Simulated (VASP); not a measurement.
Os:

```
CELL_PARAMETERS angstrom
2.73410 0.00000 0.00000
-1.36705 2.36780 0.00000
0.00000 0.00000 4.31970
ATOMIC_POSITIONS crystal
Os 0.33333 0.66667 0.25000
Os 0.66667 0.33333 0.75000
```

Base run:

| Property | Result |
| --- | --- |
| Program | VASP 6.6.1 |
| Functional | PBEsol |
| Potentials or basis | VASP PAW PBE potentials, release 64 (Os_pv) |
| Cutoff | 600 eV |
| k mesh | 14 × 14 × 8 |
| Occupations | fermi-dirac, width 0.05 eV |
| Spin | no spin polarisation |

Its results: band gap on the k mesh none (metal or under the smearing width); pressure 0.2 GPa.

**Question.** The run is repeated on the same cell with these changes: potentials or basis from VASP PAW PBE potentials, release 64 (Os_pv) to VASP PAW PBE potentials, release 64 (Os); cutoff from 600 eV to 700 eV; valence electrons from 28 to 16. What comes out?

**Answer.** Band gap on the k mesh none (metal or under the smearing width); pressure -2.2 GPa.

Caveats: the PAW data sets were made with another functional, which shifts forces and pressure a little.

Not every run made on this cell is shown here.
